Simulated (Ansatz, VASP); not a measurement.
# Sn: VASP beside Ansatz, part 2 of 3

Wanted: the spread between two codes on one cell, functional and k mesh. The cell is taken from a series of runs on this material, whose earlier steps may have relaxed, scaled, displaced or heated it; both programs get it as it stands.

VASP 6.6.1 and Ansatz 0.2.0.

So far: The structure; Ansatz: zone-centre phonons, PBEsol.

### 3. VASP: zone-centre phonons, PBEsol

Level of this step: PBEsol; plane waves and PAW (Sn_d) (VASP).

The same cell, functional, mesh and smearing now go to VASP, with its own data sets.

Lines of VASP's logs that name or quote its potential files are left out, and so is its time.

Contents of INCAR:

```
SYSTEM = Sn
PREC = Accurate
ENCUT = 500
EDIFF = 1E-08
NELM = 120
ISMEAR = 0
SIGMA = 0.015
LREAL = .FALSE.
ALGO = Normal
GGA = PS
NBANDS = 20
LORBIT = 11
LWAVE = .FALSE.
LCHARG = .FALSE.
ISIF = 2
ISYM = 2
IBRION = 8
LASPH = .TRUE.
GGA_COMPAT = .FALSE.
KPAR = 2
```

Contents of POSCAR:

```
Sn
1.0
   -0.0048375300      3.2889042738      3.2889042738
    3.2889042738     -0.0048375300      3.2889042738
    3.2889042738      3.2889042738     -0.0048375300
Sn
2
Direct
    0.4998157118      0.4998157118      0.4998157118
    0.7501842882      0.7501842882      0.7501842882
```

Contents of KPOINTS:

```
Points of the shifted mesh
1728
Reciprocal
 0.0416666667  0.0416666667  0.0416666667 1
 0.0416666667  0.0416666667  0.1250000000 1
 0.0416666667  0.0416666667  0.2083333333 1
 0.0416666667  0.0416666667  0.2916666667 1
 0.0416666667  0.0416666667  0.3750000000 1
 0.0416666667  0.0416666667  0.4583333333 1
 0.0416666667  0.0416666667  0.5416666667 1
 0.0416666667  0.0416666667  0.6250000000 1
 0.0416666667  0.0416666667  0.7083333333 1
 0.0416666667  0.0416666667  0.7916666667 1
 0.0416666667  0.0416666667  0.8750000000 1
 0.0416666667  0.0416666667  0.9583333333 1
 0.0416666667  0.1250000000  0.0416666667 1
 0.0416666667  0.1250000000  0.1250000000 1
 0.0416666667  0.1250000000  0.2083333333 1
 0.0416666667  0.1250000000  0.2916666667 1
 0.0416666667  0.1250000000  0.3750000000 1
 0.0416666667  0.1250000000  0.4583333333 1
 0.0416666667  0.1250000000  0.5416666667 1
 0.0416666667  0.1250000000  0.6250000000 1
 0.0416666667  0.1250000000  0.7083333333 1
 0.0416666667  0.1250000000  0.7916666667 1
 0.0416666667  0.1250000000  0.8750000000 1
 0.0416666667  0.1250000000  0.9583333333 1
 0.0416666667  0.2083333333  0.0416666667 1
 0.0416666667  0.2083333333  0.1250000000 1
 0.0416666667  0.2083333333  0.2083333333 1
 0.0416666667  0.2083333333  0.2916666667 1
 0.0416666667  0.2083333333  0.3750000000 1
 0.0416666667  0.2083333333  0.4583333333 1
 0.0416666667  0.2083333333  0.5416666667 1
 0.0416666667  0.2083333333  0.6250000000 1
 0.0416666667  0.2083333333  0.7083333333 1
 0.0416666667  0.2083333333  0.7916666667 1
 0.0416666667  0.2083333333  0.8750000000 1
 0.0416666667  0.2083333333  0.9583333333 1
 0.0416666667  0.2916666667  0.0416666667 1
 0.0416666667  0.2916666667  0.1250000000 1
 0.0416666667  0.2916666667  0.2083333333 1
 0.0416666667  0.2916666667  0.2916666667 1
 0.0416666667  0.2916666667  0.3750000000 1
 0.0416666667  0.2916666667  0.4583333333 1
 0.0416666667  0.2916666667  0.5416666667 1
 0.0416666667  0.2916666667  0.6250000000 1
 0.0416666667  0.2916666667  0.7083333333 1
 0.0416666667  0.2916666667  0.7916666667 1
 0.0416666667  0.2916666667  0.8750000000 1
 0.0416666667  0.2916666667  0.9583333333 1
 0.0416666667  0.3750000000  0.0416666667 1
 0.0416666667  0.3750000000  0.1250000000 1
 0.0416666667  0.3750000000  0.2083333333 1
 0.0416666667  0.3750000000  0.2916666667 1
 0.0416666667  0.3750000000  0.3750000000 1
 0.0416666667  0.3750000000  0.4583333333 1
 0.0416666667  0.3750000000  0.5416666667 1
 0.0416666667  0.3750000000  0.6250000000 1
 0.0416666667  0.3750000000  0.7083333333 1
 0.0416666667  0.3750000000  0.7916666667 1
 0.0416666667  0.3750000000  0.8750000000 1
 0.0416666667  0.3750000000  0.9583333333 1
 0.0416666667  0.4583333333  0.0416666667 1
 0.0416666667  0.4583333333  0.1250000000 1
 0.0416666667  0.4583333333  0.2083333333 1
 0.0416666667  0.4583333333  0.2916666667 1
 0.0416666667  0.4583333333  0.3750000000 1
 0.0416666667  0.4583333333  0.4583333333 1
 0.0416666667  0.4583333333  0.5416666667 1
 0.0416666667  0.4583333333  0.6250000000 1
 0.0416666667  0.4583333333  0.7083333333 1
 0.0416666667  0.4583333333  0.7916666667 1
 0.0416666667  0.4583333333  0.8750000000 1
 0.0416666667  0.4583333333  0.9583333333 1
 0.0416666667  0.5416666667  0.0416666667 1
 0.0416666667  0.5416666667  0.1250000000 1
 0.0416666667  0.5416666667  0.2083333333 1
 0.0416666667  0.5416666667  0.2916666667 1
 0.0416666667  0.5416666667  0.3750000000 1
 0.0416666667  0.5416666667  0.4583333333 1
 0.0416666667  0.5416666667  0.5416666667 1
 0.0416666667  0.5416666667  0.6250000000 1
 0.0416666667  0.5416666667  0.7083333333 1
 0.0416666667  0.5416666667  0.7916666667 1
 0.0416666667  0.5416666667  0.8750000000 1
 0.0416666667  0.5416666667  0.9583333333 1
 0.0416666667  0.6250000000  0.0416666667 1
 0.0416666667  0.6250000000  0.1250000000 1
 0.0416666667  0.6250000000  0.2083333333 1
 0.0416666667  0.6250000000  0.2916666667 1
 0.0416666667  0.6250000000  0.3750000000 1
 0.0416666667  0.6250000000  0.4583333333 1
 0.0416666667  0.6250000000  0.5416666667 1
 0.0416666667  0.6250000000  0.6250000000 1
 0.0416666667  0.6250000000  0.7083333333 1
 0.0416666667  0.6250000000  0.7916666667 1
 0.0416666667  0.6250000000  0.8750000000 1
 0.0416666667  0.6250000000  0.9583333333 1
 0.0416666667  0.7083333333  0.0416666667 1
 0.0416666667  0.7083333333  0.1250000000 1
 0.0416666667  0.7083333333  0.2083333333 1
 0.0416666667  0.7083333333  0.2916666667 1
 0.0416666667  0.7083333333  0.3750000000 1
 0.0416666667  0.7083333333  0.4583333333 1
 0.0416666667  0.7083333333  0.5416666667 1
 0.0416666667  0.7083333333  0.6250000000 1
 0.0416666667  0.7083333333  0.7083333333 1
 0.0416666667  0.7083333333  0.7916666667 1
 0.0416666667  0.7083333333  0.8750000000 1
 0.0416666667  0.7083333333  0.9583333333 1
 0.0416666667  0.7916666667  0.0416666667 1
 0.0416666667  0.7916666667  0.1250000000 1
 0.0416666667  0.7916666667  0.2083333333 1
 0.0416666667  0.7916666667  0.2916666667 1
[... 1390 lines left out ...]
 0.8750000000  0.4583333333  0.1250000000 1
 0.8750000000  0.4583333333  0.2083333333 1
 0.8750000000  0.4583333333  0.2916666667 1
 0.8750000000  0.4583333333  0.3750000000 1
 0.8750000000  0.4583333333  0.4583333333 1
 0.8750000000  0.4583333333  0.5416666667 1
 0.8750000000  0.4583333333  0.6250000000 1
 0.8750000000  0.4583333333  0.7083333333 1
 0.8750000000  0.4583333333  0.7916666667 1
 0.8750000000  0.4583333333  0.8750000000 1
 0.8750000000  0.4583333333  0.9583333333 1
 0.8750000000  0.5416666667  0.0416666667 1
 0.8750000000  0.5416666667  0.1250000000 1
 0.8750000000  0.5416666667  0.2083333333 1
 0.8750000000  0.5416666667  0.2916666667 1
 0.8750000000  0.5416666667  0.3750000000 1
 0.8750000000  0.5416666667  0.4583333333 1
 0.8750000000  0.5416666667  0.5416666667 1
 0.8750000000  0.5416666667  0.6250000000 1
 0.8750000000  0.5416666667  0.7083333333 1
 0.8750000000  0.5416666667  0.7916666667 1
 0.8750000000  0.5416666667  0.8750000000 1
 0.8750000000  0.5416666667  0.9583333333 1
 0.8750000000  0.6250000000  0.0416666667 1
 0.8750000000  0.6250000000  0.1250000000 1
 0.8750000000  0.6250000000  0.2083333333 1
 0.8750000000  0.6250000000  0.2916666667 1
 0.8750000000  0.6250000000  0.3750000000 1
 0.8750000000  0.6250000000  0.4583333333 1
 0.8750000000  0.6250000000  0.5416666667 1
 0.8750000000  0.6250000000  0.6250000000 1
 0.8750000000  0.6250000000  0.7083333333 1
 0.8750000000  0.6250000000  0.7916666667 1
 0.8750000000  0.6250000000  0.8750000000 1
 0.8750000000  0.6250000000  0.9583333333 1
 0.8750000000  0.7083333333  0.0416666667 1
 0.8750000000  0.7083333333  0.1250000000 1
 0.8750000000  0.7083333333  0.2083333333 1
 0.8750000000  0.7083333333  0.2916666667 1
 0.8750000000  0.7083333333  0.3750000000 1
 0.8750000000  0.7083333333  0.4583333333 1
 0.8750000000  0.7083333333  0.5416666667 1
 0.8750000000  0.7083333333  0.6250000000 1
 0.8750000000  0.7083333333  0.7083333333 1
 0.8750000000  0.7083333333  0.7916666667 1
 0.8750000000  0.7083333333  0.8750000000 1
 0.8750000000  0.7083333333  0.9583333333 1
 0.8750000000  0.7916666667  0.0416666667 1
 0.8750000000  0.7916666667  0.1250000000 1
 0.8750000000  0.7916666667  0.2083333333 1
 0.8750000000  0.7916666667  0.2916666667 1
 0.8750000000  0.7916666667  0.3750000000 1
 0.8750000000  0.7916666667  0.4583333333 1
 0.8750000000  0.7916666667  0.5416666667 1
 0.8750000000  0.7916666667  0.6250000000 1
 0.8750000000  0.7916666667  0.7083333333 1
 0.8750000000  0.7916666667  0.7916666667 1
 0.8750000000  0.7916666667  0.8750000000 1
 0.8750000000  0.7916666667  0.9583333333 1
 0.8750000000  0.8750000000  0.0416666667 1
 0.8750000000  0.8750000000  0.1250000000 1
 0.8750000000  0.8750000000  0.2083333333 1
 0.8750000000  0.8750000000  0.2916666667 1
 0.8750000000  0.8750000000  0.3750000000 1
 0.8750000000  0.8750000000  0.4583333333 1
 0.8750000000  0.8750000000  0.5416666667 1
 0.8750000000  0.8750000000  0.6250000000 1
 0.8750000000  0.8750000000  0.7083333333 1
 0.8750000000  0.8750000000  0.7916666667 1
 0.8750000000  0.8750000000  0.8750000000 1
 0.8750000000  0.8750000000  0.9583333333 1
 0.8750000000  0.9583333333  0.0416666667 1
 0.8750000000  0.9583333333  0.1250000000 1
 0.8750000000  0.9583333333  0.2083333333 1
 0.8750000000  0.9583333333  0.2916666667 1
 0.8750000000  0.9583333333  0.3750000000 1
 0.8750000000  0.9583333333  0.4583333333 1
 0.8750000000  0.9583333333  0.5416666667 1
 0.8750000000  0.9583333333  0.6250000000 1
 0.8750000000  0.9583333333  0.7083333333 1
 0.8750000000  0.9583333333  0.7916666667 1
 0.8750000000  0.9583333333  0.8750000000 1
 0.8750000000  0.9583333333  0.9583333333 1
 0.9583333333  0.0416666667  0.0416666667 1
 0.9583333333  0.0416666667  0.1250000000 1
 0.9583333333  0.0416666667  0.2083333333 1
 0.9583333333  0.0416666667  0.2916666667 1
 0.9583333333  0.0416666667  0.3750000000 1
 0.9583333333  0.0416666667  0.4583333333 1
 0.9583333333  0.0416666667  0.5416666667 1
 0.9583333333  0.0416666667  0.6250000000 1
 0.9583333333  0.0416666667  0.7083333333 1
 0.9583333333  0.0416666667  0.7916666667 1
 0.9583333333  0.0416666667  0.8750000000 1
 0.9583333333  0.0416666667  0.9583333333 1
 0.9583333333  0.1250000000  0.0416666667 1
 0.9583333333  0.1250000000  0.1250000000 1
 0.9583333333  0.1250000000  0.2083333333 1
 0.9583333333  0.1250000000  0.2916666667 1
 0.9583333333  0.1250000000  0.3750000000 1
 0.9583333333  0.1250000000  0.4583333333 1
 0.9583333333  0.1250000000  0.5416666667 1
 0.9583333333  0.1250000000  0.6250000000 1
 0.9583333333  0.1250000000  0.7083333333 1
 0.9583333333  0.1250000000  0.7916666667 1
 0.9583333333  0.1250000000  0.8750000000 1
 0.9583333333  0.1250000000  0.9583333333 1
 0.9583333333  0.2083333333  0.0416666667 1
 0.9583333333  0.2083333333  0.1250000000 1
 0.9583333333  0.2083333333  0.2083333333 1
 0.9583333333  0.2083333333  0.2916666667 1
 0.9583333333  0.2083333333  0.3750000000 1
 0.9583333333  0.2083333333  0.4583333333 1
 0.9583333333  0.2083333333  0.5416666667 1
 0.9583333333  0.2083333333  0.6250000000 1
 0.9583333333  0.2083333333  0.7083333333 1
 0.9583333333  0.2083333333  0.7916666667 1
 0.9583333333  0.2083333333  0.8750000000 1
 0.9583333333  0.2083333333  0.9583333333 1
 0.9583333333  0.2916666667  0.0416666667 1
 0.9583333333  0.2916666667  0.1250000000 1
 0.9583333333  0.2916666667  0.2083333333 1
 0.9583333333  0.2916666667  0.2916666667 1
 0.9583333333  0.2916666667  0.3750000000 1
 0.9583333333  0.2916666667  0.4583333333 1
 0.9583333333  0.2916666667  0.5416666667 1
 0.9583333333  0.2916666667  0.6250000000 1
 0.9583333333  0.2916666667  0.7083333333 1
 0.9583333333  0.2916666667  0.7916666667 1
 0.9583333333  0.2916666667  0.8750000000 1
 0.9583333333  0.2916666667  0.9583333333 1
 0.9583333333  0.3750000000  0.0416666667 1
 0.9583333333  0.3750000000  0.1250000000 1
 0.9583333333  0.3750000000  0.2083333333 1
 0.9583333333  0.3750000000  0.2916666667 1
 0.9583333333  0.3750000000  0.3750000000 1
 0.9583333333  0.3750000000  0.4583333333 1
 0.9583333333  0.3750000000  0.5416666667 1
 0.9583333333  0.3750000000  0.6250000000 1
 0.9583333333  0.3750000000  0.7083333333 1
 0.9583333333  0.3750000000  0.7916666667 1
 0.9583333333  0.3750000000  0.8750000000 1
 0.9583333333  0.3750000000  0.9583333333 1
 0.9583333333  0.4583333333  0.0416666667 1
 0.9583333333  0.4583333333  0.1250000000 1
 0.9583333333  0.4583333333  0.2083333333 1
 0.9583333333  0.4583333333  0.2916666667 1
 0.9583333333  0.4583333333  0.3750000000 1
 0.9583333333  0.4583333333  0.4583333333 1
 0.9583333333  0.4583333333  0.5416666667 1
 0.9583333333  0.4583333333  0.6250000000 1
 0.9583333333  0.4583333333  0.7083333333 1
 0.9583333333  0.4583333333  0.7916666667 1
 0.9583333333  0.4583333333  0.8750000000 1
 0.9583333333  0.4583333333  0.9583333333 1
 0.9583333333  0.5416666667  0.0416666667 1
 0.9583333333  0.5416666667  0.1250000000 1
 0.9583333333  0.5416666667  0.2083333333 1
 0.9583333333  0.5416666667  0.2916666667 1
 0.9583333333  0.5416666667  0.3750000000 1
 0.9583333333  0.5416666667  0.4583333333 1
 0.9583333333  0.5416666667  0.5416666667 1
 0.9583333333  0.5416666667  0.6250000000 1
 0.9583333333  0.5416666667  0.7083333333 1
 0.9583333333  0.5416666667  0.7916666667 1
 0.9583333333  0.5416666667  0.8750000000 1
 0.9583333333  0.5416666667  0.9583333333 1
 0.9583333333  0.6250000000  0.0416666667 1
 0.9583333333  0.6250000000  0.1250000000 1
 0.9583333333  0.6250000000  0.2083333333 1
 0.9583333333  0.6250000000  0.2916666667 1
 0.9583333333  0.6250000000  0.3750000000 1
 0.9583333333  0.6250000000  0.4583333333 1
 0.9583333333  0.6250000000  0.5416666667 1
 0.9583333333  0.6250000000  0.6250000000 1
 0.9583333333  0.6250000000  0.7083333333 1
 0.9583333333  0.6250000000  0.7916666667 1
 0.9583333333  0.6250000000  0.8750000000 1
 0.9583333333  0.6250000000  0.9583333333 1
 0.9583333333  0.7083333333  0.0416666667 1
 0.9583333333  0.7083333333  0.1250000000 1
 0.9583333333  0.7083333333  0.2083333333 1
 0.9583333333  0.7083333333  0.2916666667 1
 0.9583333333  0.7083333333  0.3750000000 1
 0.9583333333  0.7083333333  0.4583333333 1
 0.9583333333  0.7083333333  0.5416666667 1
 0.9583333333  0.7083333333  0.6250000000 1
 0.9583333333  0.7083333333  0.7083333333 1
 0.9583333333  0.7083333333  0.7916666667 1
 0.9583333333  0.7083333333  0.8750000000 1
 0.9583333333  0.7083333333  0.9583333333 1
 0.9583333333  0.7916666667  0.0416666667 1
 0.9583333333  0.7916666667  0.1250000000 1
 0.9583333333  0.7916666667  0.2083333333 1
 0.9583333333  0.7916666667  0.2916666667 1
 0.9583333333  0.7916666667  0.3750000000 1
 0.9583333333  0.7916666667  0.4583333333 1
 0.9583333333  0.7916666667  0.5416666667 1
 0.9583333333  0.7916666667  0.6250000000 1
 0.9583333333  0.7916666667  0.7083333333 1
 0.9583333333  0.7916666667  0.7916666667 1
 0.9583333333  0.7916666667  0.8750000000 1
 0.9583333333  0.7916666667  0.9583333333 1
 0.9583333333  0.8750000000  0.0416666667 1
 0.9583333333  0.8750000000  0.1250000000 1
 0.9583333333  0.8750000000  0.2083333333 1
 0.9583333333  0.8750000000  0.2916666667 1
 0.9583333333  0.8750000000  0.3750000000 1
 0.9583333333  0.8750000000  0.4583333333 1
 0.9583333333  0.8750000000  0.5416666667 1
 0.9583333333  0.8750000000  0.6250000000 1
 0.9583333333  0.8750000000  0.7083333333 1
 0.9583333333  0.8750000000  0.7916666667 1
 0.9583333333  0.8750000000  0.8750000000 1
 0.9583333333  0.8750000000  0.9583333333 1
 0.9583333333  0.9583333333  0.0416666667 1
 0.9583333333  0.9583333333  0.1250000000 1
 0.9583333333  0.9583333333  0.2083333333 1
 0.9583333333  0.9583333333  0.2916666667 1
 0.9583333333  0.9583333333  0.3750000000 1
 0.9583333333  0.9583333333  0.4583333333 1
 0.9583333333  0.9583333333  0.5416666667 1
 0.9583333333  0.9583333333  0.6250000000 1
 0.9583333333  0.9583333333  0.7083333333 1
 0.9583333333  0.9583333333  0.7916666667 1
 0.9583333333  0.9583333333  0.8750000000 1
 0.9583333333  0.9583333333  0.9583333333 1
```

Potentials, in the order of the species: Sn_d (PBE family, release 64).

Launch:

```bash
mpirun -np 2 vasp_std
```

The log of the run:

```text
[banner, memory and clock lines left out]
running    2 mpi-ranks, on    1 nodes
 distrk:  each k-point on    1 cores,    2 groups
 distr:  one band on    1 cores,    1 groups

 POSCAR found type information on POSCAR Sn
 POSCAR found :  1 types and       2 ions
|                                                                             |
|               ----> ADVICE to this user running VASP <----                  |
|                                                                             |
|     You enforced a specific xc type in the INCAR file but a different       |
|     [... a line on the potential file left out ...]
|     I HOPE YOU KNOW WHAT YOU ARE DOING!                                     |
|                                                                             |

 LDA part: xc-table for (Slater+PW92), standard interpolation
 POSCAR, INCAR and KPOINTS ok, starting setup
 FFT: planning ... GRIDC
 FFT: planning ... GRID_SOFT
 FFT: planning ... GRID
 WAVECAR not read
 entering main loop
       N       E                     dE             d eps       ncg     rms          rms(c)
DAV:   1     0.219760526438E+03    0.21976E+03   -0.14746E+04 69560   0.196E+03
DAV:   2     0.145811434971E+02   -0.20518E+03   -0.20152E+03 69344   0.436E+02
DAV:   3    -0.781451649772E+01   -0.22396E+02   -0.22263E+02 79224   0.141E+02
DAV:   4    -0.853058052119E+01   -0.71606E+00   -0.71571E+00 78240   0.285E+01
DAV:   5    -0.855563634823E+01   -0.25056E-01   -0.25055E-01 95260   0.520E+00    0.308E+00
DAV:   6    -0.849178970713E+01    0.63847E-01   -0.42421E-02 93204   0.274E+00    0.174E+00
DAV:   7    -0.846105478425E+01    0.30735E-01   -0.50436E-02 79004   0.257E+00    0.165E-01
DAV:   8    -0.846195933063E+01   -0.90455E-03   -0.69553E-03 75864   0.102E+00    0.526E-02
DAV:   9    -0.846222623374E+01   -0.26690E-03   -0.35905E-04 82596   0.142E-01    0.104E-02
DAV:  10    -0.846223853504E+01   -0.12301E-04   -0.20655E-05 85212   0.410E-02    0.535E-03
DAV:  11    -0.846224039611E+01   -0.18611E-05   -0.28138E-06 76232   0.122E-02    0.532E-04
DAV:  12    -0.846224030900E+01    0.87111E-07   -0.15400E-07 84944   0.424E-03    0.321E-04
DAV:  13    -0.846224028831E+01    0.20691E-07   -0.11823E-08 60560   0.815E-04    0.407E-05
DAV:  14    -0.846224029567E+01   -0.73628E-08   -0.10035E-09 43868   0.331E-04
   1 F= -.84622403E+01 E0= -.84622401E+01  d E =-.428370E-06
 Linear response reoptimize wavefunctions to high precision
DAV:   1    -0.846224029600E+01   -0.32696E-09   -0.39384E-10 44976   0.231E-04
DAV:   2    -0.846224029602E+01   -0.18645E-10   -0.19016E-10 39844   0.153E-04
 Linear response DOF=           1
 Linear response progress:
  Degree of freedom:   1/  1
       N       E                     dE             d eps       ncg     rms          rms(c)
RMM:   1    -0.214305585116E+00   -0.21431E+00    0.53612E-01 86684   0.993E+00
RMM:   2    -0.220931169246E+00   -0.66256E-02   -0.19654E-02121164   0.115E+00    0.671E-02
RMM:   3    -0.221050191534E+00   -0.11902E-03   -0.16034E-03127864   0.321E-01    0.308E-02
RMM:   4    -0.220918092783E+00    0.13210E-03   -0.11497E-04125883   0.974E-02    0.109E-02
RMM:   5    -0.220895185562E+00    0.22907E-04   -0.15768E-05129791   0.325E-02    0.405E-03
RMM:   6    -0.220896216808E+00   -0.10312E-05   -0.18909E-06129091   0.929E-03    0.169E-03
RMM:   7    -0.220895668300E+00    0.54851E-06   -0.46644E-08127608   0.328E-03    0.397E-04
RMM:   8    -0.220893175246E+00    0.24931E-05   -0.31541E-08131462   0.117E-03    0.235E-04
RMM:   9    -0.220891862749E+00    0.13125E-05   -0.30057E-08131402   0.465E-04    0.477E-05
RMM:  10    -0.220892132110E+00   -0.26936E-06   -0.48788E-08138333   0.186E-04    0.235E-05
RMM:  11    -0.220892120107E+00    0.12003E-07   -0.92522E-09131815   0.929E-05    0.503E-06
RMM:  12    -0.220892132700E+00   -0.12592E-07   -0.17244E-08142134   0.494E-05    0.378E-06
RMM:  13    -0.220892131851E+00    0.84903E-09    0.13494E-08138888   0.306E-05    0.244E-06
 first order change of Fermi-energy   0.11470E+01
 force on displaced ion       1 direction 1 :  -7.322  -0.014  -0.014
 Linear response finished
```

(Part 2 of 3 ends here.)

[Lines on the potential files, build, host, timing and source positions are cut from VASP's logs without a mark.]

[Logs are printed without paths, hosts, clocks, repeated set-up lines and the standing remarks that a program may print on its own settings, such as how far it seeks lower states.]

[Hosts, paths, dates, database ids (printed as entryN), source tags and the programs' standing remarks are cut or masked in the printed files.]
